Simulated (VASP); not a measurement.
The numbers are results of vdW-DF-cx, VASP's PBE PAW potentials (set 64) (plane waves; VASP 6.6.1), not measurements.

VASP input:

File KPOINTS:
```
Automatic mesh
0
Gamma
7 7 4
0 0 0
```

### INCAR
```
LASPH = .True.
NELM = 100   # most electronic steps
IBRION = 2   # conjugate gradients
ISIF = 4   # ions and shape, fixed volume
SYSTEM = SnSe2
NSW = 30   # most ionic steps
GGA = CX
ISMEAR = 0
LWAVE = .False.
SIGMA = 0.05
LCHARG = .False.
PREC = Accurate
AGGAC = 0.0
EDIFF = 1E-7
ENCUT = 520
LMAXMIX = 4
LREAL = .False.
EDIFFG = -0.01
ALGO = Normal   # blocked Davidson
LUSE_VDW = .True.
```

**POSCAR**
```
SnSe2
1
    1.8991008121    -3.2893393090     0.0000000000
    1.8991008121     3.2893393090     0.0000000000
    0.0000000000    -0.0000000000     6.0722408055
Sn Se
1 2
Direct
  0.0000000000   0.0000000000   0.0000000000
  0.3333330000   0.6666670000   0.2598128370
  0.6666670000   0.3333330000   0.7401871630
```

POTCAR, in this order: Sn_d Se (PBE.64 set). Program: vasp_std.

Output

File OSZICAR:
```
       N       E                     dE             d eps       ncg     rms          rms(c)
DAV:   1     0.205049227045E+03    0.20505E+03   -0.12537E+04   952   0.176E+03
DAV:   2     0.160217286756E+02   -0.18903E+03   -0.18568E+03  1008   0.403E+02
DAV:   3    -0.532704017872E+01   -0.21349E+02   -0.20822E+02  1221   0.122E+02
DAV:   4    -0.601781683748E+01   -0.69078E+00   -0.68997E+00  1157   0.228E+01
DAV:   5    -0.603200275934E+01   -0.14186E-01   -0.14183E-01  1403   0.344E+00    0.497E+00
DAV:   6    -0.580198611135E+01    0.23002E+00   -0.57018E-01  1412   0.864E+00    0.320E+00
DAV:   7    -0.578462745156E+01    0.17359E-01   -0.14986E-01  1189   0.286E+00    0.947E-01
DAV:   8    -0.578444581172E+01    0.18164E-03   -0.11282E-02  1158   0.111E+00    0.263E-01
DAV:   9    -0.578483546321E+01   -0.38965E-03   -0.14048E-03  1129   0.302E-01    0.798E-02
DAV:  10    -0.578484337275E+01   -0.79095E-05   -0.11011E-04  1301   0.812E-02    0.310E-02
DAV:  11    -0.578487016929E+01   -0.26797E-04   -0.44879E-05  1051   0.424E-02    0.708E-03
DAV:  12    -0.578487038250E+01   -0.21321E-06   -0.17740E-06  1330   0.122E-02    0.559E-03
DAV:  13    -0.578487092096E+01   -0.53846E-06   -0.17927E-06  1010   0.802E-03    0.158E-03
DAV:  14    -0.578487097386E+01   -0.52903E-07   -0.57990E-08   966   0.158E-03
   1 F= -.57848710E+01 E0= -.57848710E+01  d E =-.578487E+01
       N       E                     dE             d eps       ncg     rms          rms(c)
DAV:   1    -0.579020884626E+01   -0.53379E-02   -0.39240E-01   953   0.288E+00    0.173E-01
DAV:   2    -0.579181402802E+01   -0.16052E-02   -0.19063E-02  1248   0.706E-01    0.584E-02
DAV:   3    -0.579177354097E+01    0.40487E-04   -0.19550E-04  1052   0.997E-02    0.405E-02
DAV:   4    -0.579176060994E+01    0.12931E-04   -0.47191E-05  1243   0.400E-02    0.170E-02
DAV:   5    -0.579175775725E+01    0.28527E-05   -0.82088E-06  1123   0.167E-02    0.533E-03
DAV:   6    -0.579175759468E+01    0.16257E-06   -0.42794E-07  1216   0.552E-03    0.204E-03
DAV:   7    -0.579175764934E+01   -0.54667E-07   -0.14060E-07   639   0.271E-03
   2 F= -.57917576E+01 E0= -.57917576E+01  d E =-.688668E-02
       N       E                     dE             d eps       ncg     rms          rms(c)
DAV:   1    -0.579232324318E+01   -0.56565E-03   -0.48003E-01   952   0.318E+00    0.191E-01
DAV:   2    -0.579428740700E+01   -0.19642E-02   -0.23264E-02  1245   0.780E-01    0.636E-02
DAV:   3    -0.579423814583E+01    0.49261E-04   -0.23776E-04  1059   0.110E-01    0.440E-02
DAV:   4    -0.579422319117E+01    0.14955E-04   -0.56383E-05  1234   0.432E-02    0.186E-02
DAV:   5    -0.579421999587E+01    0.31953E-05   -0.99047E-06  1128   0.182E-02    0.578E-03
DAV:   6    -0.579421981455E+01    0.18133E-06   -0.53081E-07  1185   0.610E-03    0.221E-03
DAV:   7    -0.579421986875E+01   -0.54197E-07   -0.16953E-07   684   0.296E-03
   3 F= -.57942199E+01 E0= -.57942199E+01  d E =-.934889E-02
       N       E                     dE             d eps       ncg     rms          rms(c)
DAV:   1    -0.580488721699E+01   -0.10667E-01   -0.50054E-01   958   0.493E+00    0.532E-01
DAV:   2    -0.579991474362E+01    0.49725E-02   -0.30966E-02  1078   0.172E+00    0.305E-01
DAV:   3    -0.579743649437E+01    0.24782E-02   -0.47178E-03  1232   0.706E-01    0.123E-01
DAV:   4    -0.579718881450E+01    0.24768E-03   -0.85512E-04  1191   0.356E-01    0.349E-02
DAV:   5    -0.579718166800E+01    0.71465E-05   -0.11907E-04  1407   0.108E-01    0.134E-02
DAV:   6    -0.579718246029E+01   -0.79229E-06   -0.16384E-05  1059   0.411E-02    0.405E-03
DAV:   7    -0.579718262400E+01   -0.16371E-06   -0.12549E-06  1110   0.145E-02    0.159E-03
DAV:   8    -0.579718267603E+01   -0.52028E-07   -0.15639E-07   623   0.518E-03
   4 F= -.57971827E+01 E0= -.57971827E+01  d E =-.296281E-02
       N       E                     dE             d eps       ncg     rms          rms(c)
DAV:   1    -0.581361583911E+01   -0.16433E-01   -0.97755E-01   958   0.689E+00    0.743E-01
DAV:   2    -0.580409620367E+01    0.95196E-02   -0.60122E-02  1077   0.233E+00    0.427E-01
DAV:   3    -0.579924721151E+01    0.48490E-02   -0.92146E-03  1186   0.872E-01    0.170E-01
DAV:   4    -0.579877225246E+01    0.47496E-03   -0.15637E-03  1134   0.486E-01    0.495E-02
DAV:   5    -0.579875843914E+01    0.13813E-04   -0.23786E-04  1412   0.151E-01    0.194E-02
DAV:   6    -0.579875993241E+01   -0.14933E-05   -0.32435E-05  1045   0.593E-02    0.593E-03
DAV:   7    -0.579876021864E+01   -0.28623E-06   -0.25623E-06  1109   0.217E-02    0.222E-03
DAV:   8    -0.579876030152E+01   -0.82887E-07   -0.39289E-07  1026   0.748E-03
   5 F= -.57987603E+01 E0= -.57987603E+01  d E =-.454043E-02
```

OUTCAR:
```
------------------------ aborting loop because EDIFF is reached ----------------------------------------
  FORCE on cell =-STRESS in cart. coord.  units (eV):
  Direction    XX          YY          ZZ          XY          YZ          ZX
  --------------------------------------------------------------------------------------
  Total        0.2316584      0.2316584      0.2189358      0.0000000     -0.0000000      0.0000000
  in kB        4.8924113      4.8924121      4.6237207      0.0000000     -0.0000000      0.0000000
  external PRESSURE =       4.8028480 kB  Pullay stress =       0.0000000 kB
  volume of cell :       75.86
      direct lattice vectors                 reciprocal lattice vectors
     1.915099561 -3.317049992 -0.000000000     0.261083032 -0.150736347 -0.000000000
     1.915099561  3.317049992  0.000000000     0.261083032  0.150736347 -0.000000000
     0.000000000 -0.000000000  5.971209473     0.000000000 -0.000000000  0.167470260
 POSITION                                       TOTAL-FORCE (eV/Angst)
 -----------------------------------------------------------------------------------
      0.00000      0.00000      0.00000        -0.000000      0.000000      0.000000
      1.91510      1.10569      1.59704        -0.000000      0.000000     -0.000038
      1.91510     -1.10569      4.37417         0.000000     -0.000000      0.000038
 -----------------------------------------------------------------------------------
    total drift:                                0.000000      0.000000      0.000000
  FREE ENERGIE OF THE ION-ELECTRON SYSTEM (eV)
  ---------------------------------------------------
  free  energy   TOTEN  =        -5.7987603015 eV

  energy  without entropy=       -5.7987603015  energy(sigma->0) =       -5.79876030

 reached required accuracy - stopping structural energy minimisation
```
(Selected blocks of OUTCAR.)

**CONTCAR**
```
SnSe2
   1.00000000000000
     1.9150995614724993   -3.3170499924416981   -0.0000000000000000
     1.9150995614724993    3.3170499924416981    0.0000000000000000
     0.0000000000000000   -0.0000000000000000    5.9712094728637330
  Sn              Se
     1     2
Direct
     0.0000000000000000    0.0000000000000000    0.0000000000000000
     0.3333330000000032    0.6666669999999968    0.2674570518882117
     0.6666669999999968    0.3333330000000032    0.7325429481117883
```

The compound is SnSe2 in the 1T layered structure. This cell is one point of a volume scan, at 0.97 of the reference volume. Symmetry was kept, so distortions that lower it aren't found.
